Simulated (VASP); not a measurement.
Here is the system:

```
MgS
1.0
    0.00000     2.59575     2.59575
    2.59575     0.00000     2.59575
    2.59575     2.59575     0.00000
Mg S
1 1
Direct
  0.00000   0.00000   0.00000
  0.50000   0.50000   0.50000
```

The numbers are results of r2SCAN meta-GGA, VASP's PBE PAW potentials (set 64) (plane waves; VASP), not measurements. Settings: 520 eV cut-off, 10×10×10 Γ-centred mesh, tetrahedra with Blöchl corrections, potentials Mg S.

Task: Estimate the energy per atom (σ→0), band gap (over mesh and band path) with the smallest direct gap where there is one.

Result: 
- band gap (over mesh and band path) = 3.45 eV
- smallest direct gap (over mesh and band path) = 4.67 eV
- energy per atom (σ→0) = -7.755 eV/atom

Only differences to runs with the same potentials and settings are physical.

The compound is MgS in the rock salt structure. It was relaxed first.
